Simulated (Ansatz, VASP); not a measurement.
## PbC: VASP beside Ansatz

Wanted: the spread between two codes on one cell, functional and k mesh. The cell is generated by rule, not measured, and may not be a known phase. The cell is taken from a series of VASP runs on this material, whose earlier steps may have relaxed, scaled or displaced it; both programs get it as it stands.

Main program and level: Ansatz 0.2.0; plane waves, with VASP 6.6.1 beside it; band structure at PBE, spin-orbit coupling.

The structure was built from a prototype and need not be the compound's stable phase.

## Step 1: Set-up

The structure is cubic, space group Pm-3m (No. 221). The conventional cell has a = 3.383 Å, b = 3.383 Å, c = 3.383 Å, α = 90.00°, β = 90.00°, γ = 90.00°. Nearest to Pb lie 8 C at 2.93 Å. Nearest to C lie 8 Pb at 2.93 Å. Farther neighbours are not listed.

As a file:

```cif
data_structure
_symmetry_space_group_name_H-M 'P 1'
_symmetry_Int_Tables_number 1
_cell_length_a 3.3827
_cell_length_b 3.3827
_cell_length_c 3.3827
_cell_angle_alpha 90.000
_cell_angle_beta 90.000
_cell_angle_gamma 90.000
_cell_volume 38.71
loop_
_atom_site_label
_atom_site_type_symbol
_atom_site_fract_x
_atom_site_fract_y
_atom_site_fract_z
_atom_site_occupancy
Pb1 Pb 0.00000 0.00000 0.00000 1
C2 C 0.50000 0.50000 0.50000 1
```

## Step 2: VASP: band structure, PBE, spin-orbit coupling

A single point gives forces, pressure and levels at one fixed geometry, so differences don't come from the geometry; what else differs is listed under the comparison.

Lines of VASP's logs that name or quote its potential files are left out, and so is its time.

Input file INCAR:

```
SYSTEM = PbC
PREC = Accurate
ENCUT = 520
EDIFF = 1E-06
NELM = 100
ISMEAR = 0
SIGMA = 0.02
LREAL = .FALSE.
ALGO = Normal
GGA = PE
LNONCOLLINEAR = .TRUE.
MAGMOM = 0 0 0 0 0 0
NBANDS = 30
GGA_COMPAT = .FALSE.
LASPH = .TRUE.
LSORBIT = .TRUE.
LORBIT = 11
LWAVE = .FALSE.
LCHARG = .FALSE.
KPAR = 4
ISIF = 2
```

Input file POSCAR:

```
PbC
1.0
    3.3827000000      0.0000000000      0.0000000000
    0.0000000000      3.3827000000      0.0000000000
    0.0000000000      0.0000000000      3.3827000000
Pb C
1 1
Direct
    0.0000000000      0.0000000000      0.0000000000
    0.5000000000      0.5000000000      0.5000000000
```

Input file KPOINTS:

```
Automatic mesh
0
Gamma
8 8 8
0 0 0
```

Input file KPOINTS_OPT:

```
Line mode
16
Line-mode
Reciprocal
  0.00000000   0.00000000   0.00000000 GAMMA
  0.00000000   0.50000000   0.00000000 X

  0.00000000   0.50000000   0.00000000 X
  0.50000000   0.50000000   0.00000000 M

  0.50000000   0.50000000   0.00000000 M
  0.00000000   0.00000000   0.00000000 GAMMA

  0.00000000   0.00000000   0.00000000 GAMMA
  0.50000000   0.50000000   0.50000000 R

  0.50000000   0.50000000   0.50000000 R
  0.00000000   0.50000000   0.00000000 X

  0.50000000   0.50000000   0.00000000 M
  0.50000000   0.50000000   0.50000000 R
```

The projector-augmented-wave data sets are Pb_d and C (PBE family, release 64).

The run is started by

```sh
> mpirun -np 4 vasp_ncl
```

Numbers of over 12 decimals in the logs are rounded to 6 here.

What it wrote:

```text
[banner, memory and clock lines left out]
running    4 mpi-ranks, on    1 nodes
 distrk:  each k-point on    1 cores,    4 groups
 distr:  one band on    1 cores,    1 groups

 POSCAR found type information on POSCAR PbC
 POSCAR found :  2 types and       2 ions
 LDA part: xc-table for (Slater+PW92), standard interpolation
 POSCAR, INCAR and KPOINTS ok, starting setup
 FFT: planning ... GRIDC
 FFT: planning ... GRID_SOFT
 FFT: planning ... GRID
 WAVECAR not read
 entering main loop
       N       E                     dE             d eps       ncg     rms          rms(c)
DAV:   1     0.189526331004E+03    0.18953E+03   -0.82571E+03  2116   0.138E+03
DAV:   2     0.997006255519E+01   -0.17956E+03   -0.17139E+03  2166   0.390E+02
DAV:   3    -0.804861444684E+01   -0.18019E+02   -0.17399E+02  2736   0.136E+02
DAV:   4    -0.887662715660E+01   -0.82801E+00   -0.82246E+00  2484   0.288E+01
DAV:   5    -0.891080641584E+01   -0.34179E-01   -0.34173E-01  2934   0.616E+00    0.264E+00
DAV:   6    -0.857284706491E+01    0.33796E+00   -0.12648E+00  3062   0.964E+00    0.902E-01
DAV:   7    -0.856724204591E+01    0.56050E-02   -0.11851E-01  2540   0.263E+00    0.566E-01
DAV:   8    -0.856976338399E+01   -0.25213E-02   -0.47857E-02  2642   0.179E+00    0.486E-01
DAV:   9    -0.856380530613E+01    0.59581E-02   -0.14132E-02  2852   0.953E-01    0.691E-02
DAV:  10    -0.856396900573E+01   -0.16370E-03   -0.17049E-03  2416   0.213E-01    0.320E-02
DAV:  11    -0.856398514420E+01   -0.16138E-04   -0.49165E-05  2656   0.762E-02    0.131E-02
DAV:  12    -0.856398166225E+01    0.34819E-05   -0.60757E-06  2662   0.277E-02    0.214E-03
DAV:  13    -0.856398156011E+01    0.10214E-06   -0.41026E-07  1514   0.477E-03
   1 F= -.85639816E+01 E0= -.85637203E+01  d E =-.522450E-03  mag=    -0.0000    -0.0000    -0.0000
 Start KPOINTS_OPT (optional k-point list driver)
k-point batch [1-35\96]
       N       E                     dE             ncg
DAV:   1     0.382007972907E+04   -0.10307E+05     2100
DAV:   2    -0.251604444393E+04   -0.63361E+04     2136
DAV:   3    -0.316553814486E+04   -0.64949E+03     2762
DAV:   4    -0.319591802732E+04   -0.30380E+02     2452
DAV:   5    -0.319719274267E+04   -0.12747E+01     2952
DAV:   6    -0.319722823457E+04   -0.35492E-01     2648
DAV:   7    -0.319722930223E+04   -0.10677E-02     2976
DAV:   8    -0.319722931097E+04   -0.87440E-05     2562
DAV:   9    -0.319722931113E+04   -0.16547E-06     1526
[...]
k-point batch [71-96\96]
       N       E                     dE             ncg
DAV:   1     0.988628773802E+04   -0.14772E+05     1566
DAV:   2     0.529836059374E+04   -0.45879E+04     1614
DAV:   3     0.485847903891E+04   -0.43988E+03     1974
DAV:   4     0.483915192498E+04   -0.19327E+02     1802
DAV:   5     0.483825136311E+04   -0.90056E+00     2266
DAV:   6     0.483823323153E+04   -0.18132E-01     2010
DAV:   7     0.483823296929E+04   -0.26224E-03     2286
DAV:   8     0.483823296544E+04   -0.38492E-05     1760
DAV:   9     0.483823296531E+04   -0.12887E-06     1206
```

Parts of OUTCAR (step 2):

```text
ion  position               nearest neighbor table
   1  0.000  0.000  0.000-   2 2.93   2 2.93   2 2.93   2 2.93   2 2.93   2 2.93   2 2.93   2 2.93

  LATTYP: Found a simple cubic cell.
 ALAT       =     3.3827000000

 Subroutine GETGRP returns: Found 48 space group operations
 (whereof 48 operations were pure point group operations)

The static configuration has the point symmetry O_h .

 Found     35 irreducible k-points:

   k-points           NKPTS =     35   k-points in BZ     NKDIM =     35   number of bands    NBANDS=     30

   dimension x,y,z NGX =    28 NGY =   28 NGZ =   28
   dimension x,y,z NGXF=    56 NGYF=   56 NGZF=   56

   ENCUT  =  520.0 eV  38.22 Ry    6.18 a.u.   6.29  6.29  6.29*2*pi/ulx,y,z

   NELECT =      18.0000    total number of electrons

 k-points in reciprocal lattice and weights: Automatic mesh
   0.00000000  0.00000000  0.00000000       0.002
   0.12500000  0.00000000  0.00000000       0.012
   0.25000000  0.00000000  0.00000000       0.012
   0.37500000  0.00000000  0.00000000       0.012
   0.50000000  0.00000000  0.00000000       0.006
   0.12500000  0.12500000  0.00000000       0.023
   0.25000000  0.12500000  0.00000000       0.047
   0.37500000  0.12500000  0.00000000       0.047
   0.50000000  0.12500000  0.00000000       0.023
[...]
0.50000000  0.50000000  0.37500000       0.012
   0.50000000  0.50000000  0.50000000       0.002

 average (electrostatic) potential at core
       1 -90.7217       2 -49.5479

 E-fermi :   6.2488

 k-point     1 :       0.0000    0.0000    0.0000
  band No.  band energies     occupation
    ...
     16       5.3811      1.00000
     17       5.8184      1.00000
     18       5.8184      1.00000
     19       5.8184      1.00000
     20       5.8184      1.00000
     21      12.7022      0.00000
     22      12.7022      0.00000
     23      14.0070      0.00000
     24      14.0070      0.00000
     25      14.0070      0.00000
    ...

 k-point     2 :       0.1250    0.0000    0.0000
  band No.  band energies     occupation
    ...
     16       5.5029      1.00000
     17       5.8987      1.00000
     18       5.8987      1.00000
     19       5.9634      1.00000
     20       5.9634      1.00000
     21      11.9647      0.00000
     22      11.9647      0.00000
     23      13.6254      0.00000
     24      13.6254      0.00000
     25      14.1323      0.00000
    ...

 k-point     3 :       0.2500    0.0000    0.0000
  band No.  band energies     occupation
    ...
     14      -0.0883      1.00000
     15       5.8515      1.00000
     16       5.8515      1.00000
     17       6.2454      0.59601
     18       6.2454      0.59601
     19       6.3461      0.00000
     20       6.3461      0.00000
     21      10.4643      0.00000
     22      10.4643      0.00000
     23      12.7800      0.00000
    ...

  Total       -1.1860368     -1.1860368     -1.1860368     -0.0000000      0.0000000      0.0000000
  in kB      -49.0928541    -49.0928541    -49.0928541     -0.0000000      0.0000000      0.0000000
  external PRESSURE =     -49.0928541 kB  Pullay stress =       0.0000000 kB

  energy-cutoff  :      520.00
  volume of cell :       38.71
      direct lattice vectors                 reciprocal lattice vectors
     3.382700000  0.000000000  0.000000000     0.295621841  0.000000000  0.000000000
     0.000000000  3.382700000  0.000000000     0.000000000  0.295621841  0.000000000
     0.000000000  0.000000000  3.382700000     0.000000000  0.000000000  0.295621841

 POSITION                                       TOTAL-FORCE (eV/Angst)
 -----------------------------------------------------------------------------------
      0.00000      0.00000      0.00000         0.000000      0.000000      0.000000
      1.69135      1.69135      1.69135         0.000000      0.000000      0.000000
 -----------------------------------------------------------------------------------
    total drift:                               -0.000000      0.000000     -0.000000

  FREE ENERGIE OF THE ION-ELECTRON SYSTEM (eV)
  ---------------------------------------------------
  free  energy   TOTEN  =        -8.5639815601 eV

  energy  without entropy=       -8.5634591100  energy(sigma->0) =       -8.56372034

 Spin-Orbit-Coupling matrix elements
 Ion:    1  E_soc:     -0.8917816
 Ion:    2  E_soc:     -0.0001171

 total charge
# of ion       s       p       d       tot
------------------------------------------
    1        1.417   0.623   9.842  11.882
    2        1.009   1.054   0.000   2.063
--------------------------------------------------
tot          2.426   1.677   9.842  13.944

 magnetization (x)
# of ion       s       p       d       tot
------------------------------------------
    1        0.000  -0.000   0.000   0.000
    2        0.000   0.000   0.000   0.000
--------------------------------------------------
tot          0.000  -0.000   0.000   0.000

 magnetization (y)
# of ion       s       p       d       tot
------------------------------------------
    1       -0.000  -0.000   0.000  -0.000
    2        0.000   0.000   0.000   0.000
--------------------------------------------------
tot         -0.000  -0.000   0.000  -0.000

 magnetization (z)
# of ion       s       p       d       tot
------------------------------------------
    1       -0.000  -0.000  -0.000  -0.000
    2        0.000   0.000   0.000   0.000
--------------------------------------------------
tot         -0.000  -0.000  -0.000  -0.000

[... 3 further parts left out ...]
```

The run ends at a pressure of -4.91 GPa.

## Step 3: Ansatz: band structure, PBE, spin-orbit coupling

Ansatz runs on its fully relativistic PAW (standard-fr) files.

The same cell, functional, mesh and smearing now go to Ansatz, which takes its cutoff from its data sets.

Input file input.yaml:

```yaml
crystal:
  lattice:
    - [3.3827, 0.0, 0.0]
    - [0.0, 3.3827, 0.0]
    - [0.0, 0.0, 3.3827]
  atoms:
    - { symbol: Pb, position: [0.0, 0.0, 0.0] }
    - { symbol: C, position: [0.5, 0.5, 0.5] }
hamiltonian:
  xc: pbe
  pseudopotentials: { kind: paw_fr }
magnetization:
  noncollinear: true
  spin_orbit: true
kpoints:
  mp_grid: { grid: [8, 8, 8] }
  band_path:
    path:
      - [0.0, 0.0, 0.0]
      - [0.0, 0.1, 0.0]
      - [0.0, 0.2, 0.0]
      - [0.0, 0.3, 0.0]
      - [0.0, 0.43333, 0.0]
      - [0.0, 0.5, 0.0]
      - [0.1, 0.5, 0.0]
      - [0.2, 0.5, 0.0]
      - [0.33333, 0.5, 0.0]
      - [0.43333, 0.5, 0.0]
      - [0.5, 0.5, 0.0]
      - [0.36667, 0.36667, 0.0]
      - [0.26667, 0.26667, 0.0]
      - [0.16667, 0.16667, 0.0]
      - [0.06667, 0.06667, 0.0]
      - [0.03333, 0.03333, 0.03333]
      - [0.13333, 0.13333, 0.13333]
      - [0.23333, 0.23333, 0.23333]
      - [0.33333, 0.33333, 0.33333]
      - [0.46667, 0.46667, 0.46667]
      - [0.46667, 0.5, 0.46667]
      - [0.36667, 0.5, 0.36667]
      - [0.23333, 0.5, 0.23333]
      - [0.13333, 0.5, 0.13333]
      - [0.03333, 0.5, 0.03333]
      - [0.5, 0.5, 0.03333]
      - [0.5, 0.5, 0.16667]
      - [0.5, 0.5, 0.26667]
      - [0.5, 0.5, 0.36667]
      - [0.5, 0.5, 0.5]
    npoints: 1
scf:
  occupations: { method: gaussian, width: 0.02 }
  n_extra_bands: 14
output:
  forces: true
  stress: true
  eigenvalues: true
  write_density: true
  write_potential: true
  elf: true
  volumetric_format: npy
```

The run is started by

```sh
> ansatz run input.yaml --threads 2 --pin off --max-ram 4608MiB --backend cpu --events-out ev --progress --plain --runs-dir out
```

What it wrote:

```text
scf.n_extra_bands = 14 over 18 filled bands (N_el = 18.0): the run solves 32 bands
Engine: ansatz 0.2.0, aarch64-unknown-linux-gnu
Pseudopotentials: kind: paw_fr
Pseudopotential: Pb, paw_fr, valence charge 14, recommended cutoff 420 eV (normal), Pb.paw.azcp#standard-fr
Pseudopotential: C, paw_fr, valence charge 4, recommended cutoff 420 eV (normal), C.paw.azcp#standard-fr
Functional definition: PBE
  parameter kappa = 0.804
  parameter beta = 0.066725
  exchange = pbe_x(kappa = kappa, mu = beta*pi^2/3)
  correlation = pbe_c(beta = beta)
non-collinear run that drives no moment, with spin-orbit: no starting moment large enough to seed its density (crystal.atoms[].spin), no starting occupations that ask for one, no magnetisation constraint and no magnetic field, so the semilocal B_xc is pinned to zero
Crystal: 2 atoms, lattice volume = 38.707 Å³
Basis set: ecut = 420 eV, 739 PW (Γ), exchange–correlation on 48×48×48 points (8 copies of the dense FFT grid, shifted against one another)
Bands: 32, of which v1, the nominal top of the filled ones, is band 18 counted from 1 (17 counted from 0)
Symmetry: 48 space group operations + 48 with time reversal
Magnetic group: BNS 221.93 (UNI 1595), of the structure as read, at distance tolerance 3.4e-5 Å
k-points: 35 of 512
Projection manifold: j_resolved (fully-relativistic pseudo-atomic orbitals)
Non-local potential: Pb, projectors of the file, l = 0: 2, l = 1: 4, l = 2: 4, l = 3: 4
Non-local potential: C, projectors of the file, l = 0: 2, l = 1: 4, l = 2: 2
PAW form: soft (Blöchl's): semilocal exchange-correlation on the pseudo side does not see the compensation charge
PAW one-centre angular grid: Pb, 590 points (default); XC on 96 Gauss nodes
PAW one-centre angular grid: C, 110 points (default); XC on 64 Gauss nodes
Initial density: superposition of atomic densities (chi_scale 0.1, normalization cell, long waves kept (reshape's long-wave potential 0.00 eV rms))
Initial wavefunctions: pseudopotential atomic-orbital guess
Functional: x = pbe(κ = 0.804, μ = 0.219515), c = pbe(β = 0.066725)
SCF iter   1: F=—  HF=-12191.436422 eV  |F-HF|=—  |Δ(HF+E_count)|=         —  Δρ=3.26e-2  dr2=9.55e-1  dr2_m=0.00e0 (ungated)  ethr=3.10e-3  |M|=0.00e0 ∫|m|=0.00e0 μB  |m|>n=0.0e0 m-floor=0.0e0 τ_xc=0.0e0  β_m=0.30  ⟨swp⟩=8.7  Hψ=3355  notcnv=0  defer=92
preconditioner: auto → none  [insulator: Δε(μ)=0.030 eV  Ē_g=18.388 eV  σ=0.020 eV  W_gap=0.70  n_scr=6 (ndim 8)  ℏωp=25.3 eV  f_vac=0.000  D(μ)=1.55/eV (n_scr^D=18)  ε∞_Penn≈2.9]
SCF iter   2: F=—  HF=-12191.240677 eV  |F-HF|=—  |Δ(HF+E_count)|=   1.96e-1  Δρ=1.31e-2  dr2=4.84e-2  dr2_m=0.00e0 (ungated)  ethr=3.10e-3  |M|=0.00e0 ∫|m|=0.00e0 μB  |m|>n=0.0e0 m-floor=0.0e0 τ_xc=0.0e0  β_m=0.29  ⟨swp⟩=3.0  Hψ=904  notcnv=0  defer=240
SCF iter   3: F=—  HF=-12191.233493 eV  |F-HF|=—  |Δ(HF+E_count)|=   7.18e-3  Δρ=7.29e-3  dr2=1.45e-2  dr2_m=0.00e0 (ungated)  ethr=2.69e-4  |M|=0.00e0 ∫|m|=0.00e0 μB  |m|>n=0.0e0 m-floor=0.0e0 τ_xc=0.0e0  β_m=0.57  ⟨swp⟩=2.0  Hψ=636  notcnv=0  defer=240
SCF iter   4: F=—  HF=-12191.231991 eV  |F-HF|=—  |Δ(HF+E_count)|=   1.50e-3  Δρ=1.13e-3  dr2=9.07e-4  dr2_m=0.00e0 (ungated)  ethr=8.04e-5  |M|=0.00e0 ∫|m|=0.00e0 μB  |m|>n=0.0e0 m-floor=0.0e0 τ_xc=0.0e0  β_m=0.57  ⟨swp⟩=2.3  Hψ=647  notcnv=0  defer=240
SCF iter   5: F=—  HF=-12191.231802 eV  |F-HF|=—  |Δ(HF+E_count)|=   1.88e-4  Δρ=2.08e-4  dr2=1.57e-5  dr2_m=0.00e0 (ungated)  ethr=5.04e-6  |M|=0.00e0 ∫|m|=0.00e0 μB  |m|>n=0.0e0 m-floor=0.0e0 τ_xc=0.0e0  β_m=0.63  ⟨swp⟩=2.3  Hψ=580  notcnv=0  defer=240
SCF iter   6: F=—  HF=-12191.231807 eV  |F-HF|=—  |Δ(HF+E_count)|=   4.35e-6  Δρ=5.21e-5  dr2=7.09e-7  dr2_m=0.00e0 (ungated)  ethr=8.70e-8  |M|=0.00e0 ∫|m|=0.00e0 μB  |m|>n=0.0e0 m-floor=0.0e0 τ_xc=0.0e0  β_m=0.80  ⟨swp⟩=2.5  Hψ=750  notcnv=0  defer=240
SCF iter   7: F=-12191.231807 eV  HF=-12191.231807 eV  |F-HF|=3.01e-9  |Δ(HF+E_count)|=   3.65e-7  Δρ=5.33e-6  dr2=7.86e-9  dr2_m=0.00e0 (ungated)  ethr=5.56e-10  |M|=0.00e0 ∫|m|=0.00e0 μB  |m|>n=0.0e0 m-floor=0.0e0 τ_xc=0.0e0  ⟨swp⟩=16.7  Hψ=4461  notcnv=0
SCF 1 converged in 7 iterations: F = -12191.231807 eV  dr2 = 7.86e-9
  greatest PAW one-centre occupation: 0.979 electrons in one spin orbital (limit 2), on the Pb atom at site 0 (counted from 0), in its partial waves of l = 2
NSCF: frozen V_eff on 30 k-points
SCF converged after 7 iterations
Magnetization: |M| = 0.0000 μB,  M = (+0.0000, +0.0000, +0.0000) μB
Absolute magnetization: 0.0000 μB (∫|m|)
  site 0: m = (+0.0000, +0.0000, +0.0000) μB, |m| = 0.0000 μB  (R = 1.21 Å)
  site 1: m = (+0.0000, +0.0000, +0.0000) μB, |m| = 0.0000 μB  (R = 1.21 Å)
Free energy (F): -12191.231807 eV
Harris-Foulkes:  -12191.231807 eV  (|F-HF|=3.01e-9)
Internal energy: -12191.231268 eV  (E = F + TS)
E sigma→0 (E₀):  -12191.231538 eV
Entropy (-TS):   -0.000539 eV (-0.270 meV/atom)
Fermi energy:    9.645259 eV
--- Per-component energies (eV) ---
  E_band       = -30.160999
  E_kinetic    = 364.048779
  E_local      = -1063.680095  (includes V_loc(G=0)·N_el)
  E_nonlocal   = 379.028595
  E_hartree    = 408.309520
  E_xc         = -265.303274
  E_vxc        = -187.324525  (∫ρ·V_xc dr)
  E_paw        = -10542.203891  (= ΣΔE_a)
  E_vpaw       = -338.854713  (= ΣTr[D̂ρ^β])
  E_aug_tail   = 0.000054  (compensation charges beyond the density's cutoff)
  E_ewald      = -1471.430956
  E_smearing   = -0.000539  (= −TS)
  E_closure    = 0.000000  (closes the sum)
  Σ components = -12191.231807   (vs F -12191.231807, Δ=0.00e0)
--- Forces (eV/Å), atoms counted from 1 ---
  atom   1  Pb     0.00000000     0.00000000     0.00000000
  atom   2  C      0.00000000    -0.00000000     0.00000000
  max |Σ_I F_I| component: 8.55e-30 eV/Å
--- Stress (GPa, compression-positive) ---
       -4.946249       0.000000      -0.000000
       -0.000000      -4.946249       0.000000
        0.000000       0.000000      -4.946249
  P = ⅓ Tr σ = -4.9462 GPa (-49.462 kbar)
--- Band table (eV; the first three rows and the last of 35) ---
  k-point 0: bands = [... 14 lower, 8.7333, 8.7333, 9.2170, 9.2170, 9.2170, 9.2170, 15.9032, 15.9032, ... 10 higher]
  k-point 1: bands = [... 14 lower, 8.8582, 8.8582, 9.2990, 9.2990, 9.3614, 9.3614, 15.2258, 15.2258, ... 10 higher]
  k-point 2: bands = [... 14 lower, 9.2159, 9.2159, 9.6437, 9.6437, 9.7421, 9.7421, 13.7859, 13.7859, ... 10 higher]
  k-point 34: bands = [... 14 lower, 8.4217, 8.4217, 8.4217, 8.4217, 8.4302, 8.4302, 8.5052, 8.5052, ... 10 higher]
```

It took 7.6 s on 2 threads of Arm Neoverse V2, shared host; peak memory 0.42 GiB; 14 s of CPU time.

## Step 4: Comparison

Known differences besides the potentials themselves: spin-orbit coupling enters by fully relativistic files in Ansatz and inside the spheres in VASP; the cutoff is 420 eV in Ansatz and 520 eV in VASP. Total energies have different zeros and are not compared.

The two programs side by side:

```csv
quantity,Ansatz,VASP,difference
pressure (GPa),-4.95,-4.91,-0.04
pressure without Ansatz's Pulay correction (GPa),-5.08,-4.91,-0.17
```

Levels from 3 eV below to 2 eV above the Fermi level differ by 27 meV r.m.s. and 87 meV at most; each VASP level is matched to the nearest of Ansatz, which flatters the figure a little. Ansatz's pressure holds a Pulay correction of 0.13 GPa; VASP's holds none.

## Step 5: What came out

```
r.m.s. difference of levels near the Fermi level (band structure, PBE, spin-orbit coupling) : 27 meV
```

**Reading.** The r.m.s. difference of levels near the Fermi level is 27 meV (band structure, PBE, spin-orbit coupling), within the 80 meV picked in this series as the mark of a large difference. How closely two codes agree says nothing of how well the functional describes the real material.

[Lines on the potential files, build, host, timing and source positions are cut from VASP's logs without a mark.]

[Logs are printed without paths, hosts, clocks, repeated set-up lines and the standing remarks that a program may print on its own settings, such as how far it seeks lower states.]

[Hosts, paths, dates, database ids (printed as entryN), source tags and the programs' standing remarks are cut or masked in the printed files.]
